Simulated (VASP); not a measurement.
VASP runs on Nb (space group Im-3m) share one base input (PBE GGA, plane waves, VASP's PBE PAW potentials (set 64)) and change the settings named in each case.

POSCAR:
```
Nb
1
   -1.6905900000     1.6905900000     1.6905900000
    1.6905900000    -1.6905900000     1.6905900000
    1.6905900000     1.6905900000    -1.6905900000
Nb
1
Direct
  0.0000000000   0.0000000000   0.0000000000
```

INCAR:
```
SYSTEM = Nb
PREC = Accurate; ENCUT = 300; LREAL = .FALSE.
LASPH = .TRUE.
EDIFF = 1E-6; NELM = 100; ALGO = Normal
LMAXMIX = 4
ISMEAR = 0; SIGMA = 0.05
GGA = PE
ISIF = 2
LWAVE = .FALSE.; LCHARG = .FALSE.
```

File KPOINTS:
```
Automatic mesh
0
Gamma
11 11 11
0 0 0
```

POTCAR, in this order: Nb_sv (PBE.64 set). Program: vasp_std.

| change | E(σ→0) (eV/atom) | pressure (GPa) | −TS (eV) |
|---|---|---|---|
| base run | -10.1616 | -10.55 | -0.0023 |
| GGA = PS | -10.8432 | (withheld) | -0.0023 |
| GGA_COMPAT = .FALSE., LNONCOLLINEAR = .TRUE., LSORBIT = .TRUE., MAGMOM = 0.0 0.0 0.0, program vasp_ncl | -10.2474 | -10.55 | -0.0023 |
| KPOINTS 4×4×4 Γ-centred mesh | -10.2128 | -8.75 | -0.0052 |

Q: What belongs in the gaps?

A: 
- GGA = PS, pressure (GPa): -15.94

Energies of different potentials or functionals have different zeros.  At 300 eV the pressure can carry a Pulay error.

Left out are runs that ran out of time, are held back, or changed the cell or the kind of run, fixed moments of cells without a moment, rows past the twelfth, gaps on odd meshes, pressures of charged cells and columns that move by less than the noise.

The structure is a typed Nb crystal (Im-3m). The cell was not relaxed at this level, its lattice was scaled by up to 2.5 %.
